In boron arsenide, a change of one per cent in volume costs about 1.5 GPa, or some fifteen thousand atmospheres. Nine per cent in volume is only about three per cent in bond length. A bond-length change that looks negligible on a drawing therefore stands for an enormous load on the crystal.

VASP 6.6.1 plane-wave DFT calculations for zincblende BAs (two-atom cell) at fixed volumes, with the LDA functional, the recommended PAW LDA potentials and no spin polarisation. The plane-wave cutoff is 350 eV, the k-point mesh 6 × 6 × 6 and the Gaussian smearing width 0.02 eV. Pressure is taken from the stress tensor and is positive in compression.

| volume (Å³/atom) | shortest distance (Å) | pressure (GPa) |
| --- | --- | --- |
| 12.121 | 1.989 | 16.920 |
| 12.521 | 2.011 | 10.390 |
| 12.920 | 2.032 | 4.800 |
| 13.053 | 2.039 | 3.110 |
| 13.320 | 2.053 | 0.000 |
| 13.586 | 2.066 | -2.820 |
| 13.719 | 2.073 | -4.130 |
| 14.119 | 2.093 | -7.660 |
| 14.519 | 2.113 | -10.680 |

## Question

The table gives the pressure in zincblende BAs, calculated with density-functional theory at nine fixed volumes. Volume is counted per atom, and the shortest distance is the B–As bond length. Positive pressure means that the crystal is compressed; negative pressure means that it is held under tension.

(a) From 12.920 to 13.053 Å³/atom the pressure changes much less than in the steps before and after. Is this a break in the trend?

(b) What must the curve look like for very small, very strong compressive and very strong tensile changes of volume? Use these limits to explain its shape.

(c) Estimate the pressure at the smallest volume from the two rows nearest to the zero-pressure volume, and judge whether any row departs from a smooth curve.

(d) Why is the trend as smooth or as broken as you find it, and where would you look for a break?

## Model answer

**(a) The small step.** The pressure falls by only 1.69 GPa in this step, but the volume also changes by only about a third as much as in the step before. The fair measure is stiffness: the fall in pressure per relative increase in volume. Across the suspicious step it is 165 GPa, between 178 GPa just before and 154 GPa just after. The step is small because the two volumes are close together, and it is no break.

**(b) Three limits.** For a very small change of volume, any smooth curve is a straight line. Compression and expansion by the same amount then give pressures of equal size and opposite sign. At two per cent this nearly holds: the compressive pressure is 1.10 times the tension. At nine per cent the ratio has grown to 1.58, so the straight line is a poor guide there.

Under very strong compression, the electron clouds of neighbouring atoms are forced into the same space. The Pauli principle keeps electrons of equal spin apart, and confining them raises their kinetic energy steeply. Each further shortening of the bond therefore costs more than the last. The curve must become steeper towards small volumes.

Under very strong tension, the atoms end up so far apart that they hardly pull on each other. The tension, which starts from zero at equilibrium, must therefore pass through a maximum and die away. On the way to that maximum, the curve has to flatten. The table lies between these limits and shows both tendencies: the stiffness drops at every step, from 201 GPa between the two smallest volumes to 108 GPa between the two largest.

**(c) A smooth estimate.** A simple energy law with both limits built in measures strain by the inverse square of the bond length, d. This measure grows ever faster when the bond is squeezed and levels off when it is stretched. As the volume V grows as d³, the strain is (V₀/V)^(2/3) − 1, where V₀ is the zero-pressure volume, 13.32 Å³/atom. Let the energy rise as the square of this strain. Its slope with respect to volume then gives the pressure P:

P = 1.5 B [(V₀/V)^(7/3) − (V₀/V)^(5/3)]

Here B is the bulk modulus, the stiffness at zero pressure. For tiny changes the bracket becomes two thirds of the relative compression, so the straight line of part (b) returns.

The rows at 0.98 and 1.02 of V₀ supply the scale. Their pressures differ by 3.11 + 2.82 = 5.93 GPa, and their brackets by 0.0267. Hence 1.5 B = 5.93/0.0267 = 222 GPa, which makes B about 148 GPa.

At the smallest volume, 0.91 of V₀, the bracket is 1.246 − 1.170 = 0.076. The estimate is 222 × 0.076 = 16.9 GPa, and the table has 16.92 GPa. This row had no part in setting the scale. A straight line with the same B would have given 148 × 0.09 = 13.3 GPa, so the bend is a large effect that the formula captures.

Over all nine rows, the estimate misses by at most 0.06 GPa, about 0.2 % of the whole pressure range. The largest misses sit at the two ends, where the estimate gives slightly too little pressure on one side and slightly too much tension on the other. They exceed what rounding explains, but they grow smoothly towards the ends, as expected of a slightly imperfect formula. No single row stands out from its neighbours.

**(d) Why it is smooth.** All nine rows describe the same crystal in the same electronic state. Each boron atom sits at the centre of four arsenic atoms, and symmetry holds it there, so bond length is the only thing that changes. The filled bands stay separated from the empty ones by at least 1.14 eV at the sampled k points, more than fifty times the smearing width. With no electrons changing from one set of bands to the other and no atoms moving to new positions, the energy has no reason to kink.

A break would need one of these conditions to fail. Under much stronger compression the gap could close, and electrons would begin to move into bands that were empty. Only a few would move at first, so the pressure curve is expected to change course gently there, without a jump. Within the table the gap shrinks by only 0.13 eV from the largest volume to the smallest, so closure is not near. Under very strong tension the bonds would begin to break, and the electrons left on separate atoms could develop spin moments. A calculation without spin polarisation, like this one, could not show those moments.

The break that matters most in practice is a change to another crystal structure, in which the volume would jump at a given pressure. Tetrahedral semiconductors commonly turn into denser structures when squeezed hard enough. This calculation could not show such a jump, because every row is held in the zincblende arrangement. Its curve would show no jump at the transition pressure.

## Remarks on the reasoning

In part (a) it would be a mistake to compare pressure differences without looking at the volume differences. Unequal spacing produces apparent kinks in perfectly smooth data. Slopes remove them, as the stiffness column of the printed analysis after this text shows. Smoothness is still established only at the spacing of the rows: a very narrow feature between two of them would go unseen.

The limits in part (b) carry more of the explanation than the formula in part (c). They tell a reader what to expect for a related tetrahedral compound: stiffer when squeezed, softer when stretched, with the overall scale set by that compound's own bulk modulus. The formula adds a definite amount of bending. Its success supports that amount but does not reveal the cause, since other energy laws with similar bending would be expected to do about as well.

The last few hundredths of a GPa should not be interpreted. Near equilibrium, the pressure derived from the energies is 0.24 GPa higher than the pressure derived from the stresses, which is the one in the table. The likely reason is the finite set of plane waves, which affects the two routes differently. This offset is about four times the largest miss of the estimate, although it would shift the zero-pressure volume by only about 0.2 %.

The curve describes one perfect crystal at rest, loaded equally from all sides, without thermal or zero-point motion. The functional used here usually makes bonds slightly too short, so a real crystal should reach zero pressure at a somewhat larger volume. The bending is the more transferable lesson: a constant bulk modulus serves for one or two per cent of volume, but at nine per cent it understates the compressive pressure by about a fifth. A smooth curve, however, is no evidence that the zincblende structure survives the load.

Output of the analysis:

```
Pressure against the estimate:
     row  relative volume  stiffness from previous row (GPa)  estimated pressure (GPa)  estimate less computed (GPa)  gap on mesh (eV)
  12.121             0.91                                n/a                     16.86                      -0.06269             1.136
  12.521             0.94                              201.3                     10.36                      -0.02589             1.159
   12.92             0.97                              177.9                     4.791                     -0.009053             1.183
  13.053             0.98                              164.8                     3.113                      0.003146              1.19
   13.32                1                              153.9                         0                             0             1.205
  13.586             1.02                              142.4                    -2.817                      0.003146             1.218
  13.719             1.03                              134.3                    -4.123                      0.006574             1.225
  14.119             1.06                                123                    -7.675                      -0.01523             1.244
  14.519             1.09                              108.2                    -10.74                      -0.05595             1.263
Bulk modulus at zero pressure implied by the estimate (GPa): 148
Range of computed pressure (GPa): 27.6
Largest miss of the estimate (GPa): 0.06269
Largest miss in percent of the pressure range: 0.2271
Largest miss within 6 percent of the zero-pressure volume (GPa): 0.02589
Largest error of the estimate from rounding of the two scale rows (GPa): 0.02853
Pressure at 2 percent compression over tension at 2 percent expansion: 1.103
Pressure at 3 percent compression over tension at 3 percent expansion: 1.162
Pressure at 6 percent compression over tension at 6 percent expansion: 1.356
Pressure at 9 percent compression over tension at 9 percent expansion: 1.584
Bond shortening at the smallest volume (percent): 3.117
Bond lengthening at the largest volume (percent): 2.923
Smallest gap over smearing width of 0.02 eV: 56.79
Change of gap from smallest to largest volume (eV): 0.127
Mean pressure near equilibrium from energies (GPa): 0.2931
Mean pressure near equilibrium from stresses (GPa): 0.04833
Energy-based less stress-based pressure (GPa): 0.2447
Shift of zero-pressure volume that this offset means (percent): 0.1654
```
